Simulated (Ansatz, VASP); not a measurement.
**BaReCl: VASP beside Ansatz**

```
Ba Re Cl
1.0
     4.54104    0.00000    0.00000
     0.00000    4.54104    0.00000
     0.00000    0.00000    7.41936
Ba Re Cl
2 2 2
Direct
  0.00000 0.50000 0.21500
  0.50000 0.00000 0.78500
  0.00000 0.00000 0.00000
  0.50000 0.50000 0.00000
  0.00000 0.50000 0.65000
  0.50000 0.00000 0.35000
```

The cell was built by a generator and needn't be a form met in nature.

Alike in both runs: task single point; functional PBEsol; k mesh 4 × 4 × 3; no spin polarisation.

|  | VASP | Ansatz |
| --- | --- | --- |
| version | VASP 6.6.1 | Ansatz 0.2.0 |
| potentials or method | VASP PAW PBE potentials, release 64 (Ba_sv, Re, Cl) | PAW plane waves |
| plane-wave cutoff (eV) | 520 | 420 |
| occupations | fermi-dirac, width 0.1 eV | fermi-dirac |
| valence electrons in the cell | 48 | 64 |

Ansatz gave:

```
gap on the k mesh at the Fermi level (eV)       : none
pressure (GPa)                                  : 0.8
largest component of the traceless stress (GPa) : 9.54
rms of the force components (eV/Å)              : 1.038
```

Question: Which values does VASP return?

Answer: gap on the k mesh at the Fermi level (eV): none; pressure (GPa): 3.9; largest component of the traceless stress (GPa): 9.48; rms of the force components (eV/Å): 1.300.

Atom by atom the forces differ by 0.264 eV/Å (rms over components). A gap of «none» marks a metal or a gap that the smearing closes. One of these differences is far larger than is usual between the two programs; its cause wasn't traced. The two sets of potentials don't hold the same shells in valence.

Caveats: the PAW data sets were made with another functional, which shifts forces and pressure a little (VASP). Spin-orbit coupling is left out, which matters for the levels of Ba, Re.
